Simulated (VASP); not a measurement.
Method: PBE GGA, VASP's PBE PAW potentials (set 64) (plane waves; VASP 6.6.1).

The input files of a VASP run:

### POSCAR
```
Be3Sb2
1
    3.9839500000     0.0000000000     0.0000000000
   -1.9919750000     3.4502020000     0.0000000000
    0.0000000000     0.0000000000     6.2075980000
Sb Be
2 3
Direct
  0.3333330000   0.6666670000   0.2467000000
  0.6666670000   0.3333330000   0.7533000000
  0.0000000000   0.0000000000   0.0000000000
  0.3333330000   0.6666670000   0.6470000000
  0.6666670000   0.3333330000   0.3530000000
```

**KPOINTS**
```
Automatic mesh
0
Gamma
5 5 3
0 0 0
```

**INCAR**
```
ALGO=Normal
EDIFF=1E-6
ENCUT=300
GGA=PE
ISIF=2
ISMEAR=0
LASPH=.TRUE.
LCHARG=.FALSE.
LMAXMIX=4
LREAL=.FALSE.
LWAVE=.FALSE.
NELM=100
PREC=Accurate
SIGMA=0.2
SYSTEM=Be3Sb2
```

POTCAR, in this order: Sb Be (PBE.64 set). Program: vasp_std.

Output

### OUTCAR
```
 ion  position               nearest neighbor table
   1  0.333  0.667  0.247-   5 2.39   5 2.39   5 2.39   4 2.48   3 2.76   3 2.76   3 2.76
   2  0.667  0.333  0.753-   4 2.39   4 2.39   4 2.39   5 2.48   3 2.76   3 2.76   3 2.76
   3  0.000  0.000  0.000-   1 2.76   2 2.76   2 2.76   1 2.76   2 2.76   1 2.76
   4  0.333  0.667  0.647-   2 2.39   2 2.39   2 2.39   1 2.48
   5  0.667  0.333  0.353-   1 2.39   1 2.39   1 2.39   2 2.48
  LATTYP: Found a hexagonal cell.
 ALAT       =     3.9839500000
 C/A-ratio  =     1.5581515832
 Subroutine PRICEL returns:
 Original cell was already a primitive cell.
 Subroutine GETGRP returns: Found 12 space group operations
The static configuration has the point symmetry D_3d.
The dynamic configuration has the point symmetry D_3d.
 Subroutine INISYM returns: Found 12 space group operations
 Subroutine IBZKPT returns following result:
 Found     12 irreducible k-points:

 Following reciprocal coordinates:
            Coordinates               Weight
  0.000000  0.000000  0.000000      1.000000
  0.200000  0.000000  0.000000      6.000000
  0.400000 -0.000000  0.000000      6.000000
  0.200000  0.200000  0.000000      6.000000
  0.400000  0.200000  0.000000      6.000000
  0.000000  0.000000  0.333333      2.000000
  0.200000  0.000000  0.333333      6.000000
  0.000000  0.200000  0.333333      6.000000
  0.400000 -0.000000  0.333333      6.000000
  0.000000  0.400000  0.333333      6.000000
  0.200000  0.200000  0.333333     12.000000
  0.400000  0.200000  0.333333     12.000000
   k-points           NKPTS =     12   k-points in BZ     NKDIM =     12   number of bands    NBANDS=     12
   number of dos      NEDOS =    301   number of ions     NIONS =      5
   total plane-waves  NPLWV =  20736
   dimension x,y,z NGX =    24 NGY =   24 NGZ =   36
   dimension x,y,z NGXF=    48 NGYF=   48 NGZF=   72
   ions per type =               2   3
   PREC   = accura    normal or accurate (medium, high low for compatibility)
   ISTART =      0    job   : 0-new  1-cont  2-samecut
   ICHARG =      2    charge: 1-file 2-atom 10-const
   ISPIN  =      1    spin polarized calculation?
   LNONCOLLINEAR =      F non collinear calculations
   LSORBIT =      F    spin-orbit coupling
   INIWAV =      1    electr: 0-lowe 1-rand  2-diag
   ENCUT  =  300.0 eV  22.05 Ry    4.70 a.u.   5.63  5.63  8.77*2*pi/ulx,y,z
   NELM   =    100;   NELMIN=  2; NELMDL= -5     # of ELM steps
   EDIFF  = 0.1E-05   stopping-criterion for ELM
   LREAL  =      F    real-space projection
   NLSPLINE    = F    spline interpolate recip. space projectors
   LMAXMIX     =    4 max onsite mixed and CHGCAR
   VOSKOWN=      0    Vosko Wilk Nusair interpolation
   EDIFFG = 0.1E-04   stopping-criterion for IOM
   NSW    =      0    number of steps for IOM
   NBLOCK =      1;   KBLOCK =      1    inner block; outer block
   IBRION =     -1    ionic relax: 0-MD 1-quasi-New 2-CG
   NFREE  =      0    steps in history (QN), initial steepest desc. (CG)
   ISIF   =      2    stress and relaxation
   ISYM   =      2    0-nonsym 1-usesym 2-fastsym
   TEIN   =    0.0    initial temperature
   TEBEG  =    0.0;   TEEND  =   0.0 temperature during run
   SMASS  =  -3.00    Nose mass-parameter (am)
   PSTRESS=    0.0 pullay stress
   NELECT =      16.0000    total number of electrons
   EFERMI =   0.00;   METHOD = LEGACY
   ISMEAR =     0;   SIGMA  =   0.20  broadening in eV -4-tet -1-fermi 0-gaus
   IALGO  =     38    algorithm
   LDIAG  =      T    sub-space diagonalisation (order eigenvalues)
   IMIX   =      4    mixing-type and parameters
     AMIX     =   0.40;   BMIX     =  1.00
     AMIX_MAG =   1.60;   BMIX_MAG =  1.00
     AMIN     =   0.10
   GGA     = PE    functional components
   VOSKOWN =     0    Vosko Wilk Nusair interpolation
   LHFCALC =     F    Hartree Fock is set to
...
```

File OSZICAR:
```
       N       E                     dE             d eps       ncg     rms          rms(c)
DAV:   1     0.347964674433E+02    0.34796E+02   -0.41963E+03   288   0.697E+02
DAV:   2    -0.145021749638E+02   -0.49299E+02   -0.45143E+02   356   0.132E+02
DAV:   3    -0.172128367446E+02   -0.27107E+01   -0.26203E+01   396   0.349E+01
DAV:   4    -0.172626925135E+02   -0.49856E-01   -0.49556E-01   348   0.487E+00
DAV:   5    -0.172635902014E+02   -0.89769E-03   -0.89681E-03   380   0.656E-01    0.550E+00
DAV:   6    -0.170102640994E+02    0.25333E+00   -0.44283E-01   360   0.429E+00    0.323E+00
DAV:   7    -0.169916267234E+02    0.18637E-01   -0.13581E-01   380   0.230E+00    0.130E+00
DAV:   8    -0.169904874250E+02    0.11393E-02   -0.13836E-02   356   0.807E-01    0.113E-01
DAV:   9    -0.169907348857E+02   -0.24746E-03   -0.18243E-03   372   0.330E-01    0.488E-02
DAV:  10    -0.169908303624E+02   -0.95477E-04   -0.38576E-04   352   0.141E-01    0.126E-02
DAV:  11    -0.169908392379E+02   -0.88755E-05   -0.20985E-05   360   0.341E-02    0.668E-03
DAV:  12    -0.169908384875E+02    0.75043E-06   -0.93174E-06   356   0.195E-02
   1 F= -.16990838E+02 E0= -.16971918E+02  d E =-.378411E-01
```

### OUTCAR
```
------------------------ aborting loop because EDIFF is reached ----------------------------------------
  FORCE on cell =-STRESS in cart. coord.  units (eV):
  Direction    XX          YY          ZZ          XY          YZ          ZX
  --------------------------------------------------------------------------------------
  Total        1.6247741      1.6247742      4.7636931      0.0000000      0.0000000     -0.0000000
  in kB       30.5085521     30.5085537     89.4483569      0.0000000      0.0000000     -0.0000000
  external PRESSURE =      50.1551542 kB  Pullay stress =       0.0000000 kB
  volume of cell :       85.33
      direct lattice vectors                 reciprocal lattice vectors
     3.983950000  0.000000000  0.000000000     0.251007166  0.144919051  0.000000000
    -1.991975000  3.450202000  0.000000000     0.000000000  0.289838102  0.000000000
     0.000000000  0.000000000  6.207598000     0.000000000  0.000000000  0.161092906
 POSITION                                       TOTAL-FORCE (eV/Angst)
 -----------------------------------------------------------------------------------
     -0.00000      2.30014      1.53141        -0.000000     -0.000000     -0.798058
      1.99198      1.15007      4.67618         0.000000      0.000000      0.798058
      0.00000      0.00000      0.00000        -0.000000      0.000000      0.000000
     -0.00000      2.30014      4.01632         0.000000     -0.000000     -0.536109
      1.99198      1.15007      2.19128        -0.000000      0.000000      0.536109
 -----------------------------------------------------------------------------------
    total drift:                               -0.000000     -0.000000      0.000000
  FREE ENERGIE OF THE ION-ELECTRON SYSTEM (eV)
  ---------------------------------------------------
  free  energy   TOTEN  =       -16.9908384875 eV

  energy  without entropy=      -16.9529973804  energy(sigma->0) =      -16.97191793
```
(Selected blocks of OUTCAR.)

At this cut-off the stress carries a Pulay error, which pulls relaxed volumes low.

The structure was generated: Be3Sb2 was put into an ordered model structure, which need not be its known phase. The cell was not relaxed at this level. The k-mesh is coarse (spacing up to 0.36 per Å, 2π included), so the numbers may not be converged in it.
